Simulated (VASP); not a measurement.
Level of theory: optB88-vdW, VASP's PBE PAW potentials (set 64) (plane waves; VASP 6.6.1).

VASP input:

INCAR:
```
ISMEAR = 0
NELM = 100   ! most electronic steps
SYSTEM = BN
PREC = Normal
LCHARG = .FALSE.
AGGAC = 0.0
GGA = BO
ALGO = Fast
PARAM1 = 0.1833333333
LREAL = .FALSE.   ! projection in real space or not
ISIF = 2
LUSE_VDW = .TRUE.
NELMIN = 4
EDIFF = 1E-5
IBRION = 2   ! conjugate gradients
LWAVE = .FALSE.
EDIFFG = -0.03   ! ionic stop
PARAM2 = 0.22
ENCUT = 500
SIGMA = 0.05
NSW = 20   ! most ionic steps
LASPH = .TRUE.   ! aspherical one-centre terms
```

**POSCAR**
```
BN
1
    2.5099648712     0.0000000000     0.0000000000
   -1.2549824356     2.1736937328     0.0000000000
    0.0000000000     0.0000000000     6.5492997016
B N
2 2
Direct
  0.6666670000   0.3333330000   0.7500000000
  0.3333330000   0.6666670000   0.2500000000
  0.3333330000   0.6666670000   0.7500000000
  0.6666670000   0.3333330000   0.2500000000
```

### KPOINTS
```
K-points
0
Gamma
13 13 5
0 0 0
```

POTCAR, in this order: B N (PBE.64 set). Program: vasp_std.

The resulting files:

**OSZICAR**
```
       N       E                     dE             d eps       ncg     rms          rms(c)
DAV:   1     0.674396077306E+02    0.67440E+02   -0.82218E+03  1520   0.119E+03
DAV:   2    -0.308130839871E+02   -0.98253E+02   -0.89819E+02  2248   0.257E+02
DAV:   3    -0.349797795877E+02   -0.41667E+01   -0.41438E+01  1932   0.567E+01
DAV:   4    -0.350183100715E+02   -0.38530E-01   -0.38514E-01  1896   0.608E+00
DAV:   5    -0.350188667161E+02   -0.55664E-03   -0.55657E-03  1912   0.727E-01    0.117E+01
RMM:   6    -0.314514696376E+02    0.35674E+01   -0.82589E+00  1512   0.219E+01    0.498E+00
RMM:   7    -0.312687638429E+02    0.18271E+00   -0.20104E+00  1512   0.117E+01    0.314E+00
RMM:   8    -0.312117944769E+02    0.56969E-01   -0.41446E-01  1512   0.526E+00    0.100E+00
RMM:   9    -0.311796687502E+02    0.32126E-01   -0.63654E-02  1512   0.246E+00    0.243E-01
RMM:  10    -0.311819631154E+02   -0.22944E-02   -0.35946E-02  1512   0.143E+00    0.284E-01
RMM:  11    -0.311802126096E+02    0.17505E-02   -0.37989E-03  1512   0.686E-01    0.101E-01
RMM:  12    -0.311801135219E+02    0.99088E-04   -0.12816E-03  1512   0.292E-01    0.107E-02
RMM:  13    -0.311801272764E+02   -0.13754E-04   -0.11108E-04  1480   0.117E-01    0.715E-03
RMM:  14    -0.311801305389E+02   -0.32625E-05   -0.26693E-05  1183   0.427E-02
   1 F= -.31180131E+02 E0= -.31180131E+02  d E =-.311801E+02
```

### OUTCAR
```
------------------------ aborting loop because EDIFF is reached ----------------------------------------
  FORCE on cell =-STRESS in cart. coord.  units (eV):
  Direction    XX          YY          ZZ          XY          YZ          ZX
  --------------------------------------------------------------------------------------
  Total        0.0745818      0.0745818      0.0177959     -0.0000000     -0.0000000      0.0000000
  in kB        3.3441246      3.3441258      0.7979403     -0.0000000     -0.0000000      0.0000000
  external PRESSURE =       2.4953969 kB  Pullay stress =       0.0000000 kB
  volume of cell :       35.73
      direct lattice vectors                 reciprocal lattice vectors
     2.509964871  0.000000000  0.000000000     0.398411950  0.230023205  0.000000000
    -1.254982436  2.173693733  0.000000000     0.000000000  0.460046411  0.000000000
     0.000000000  0.000000000  6.549299702     0.000000000  0.000000000  0.152688080
  FREE ENERGIE OF THE ION-ELECTRON SYSTEM (eV)
  ---------------------------------------------------
  free  energy   TOTEN  =       -31.1801305389 eV

  energy  without entropy=      -31.1801305389  energy(sigma->0) =      -31.18013054

 reached required accuracy - stopping structural energy minimisation
```
(Selected blocks of OUTCAR.)

The compound is BN in the hex structure. It was relaxed first.
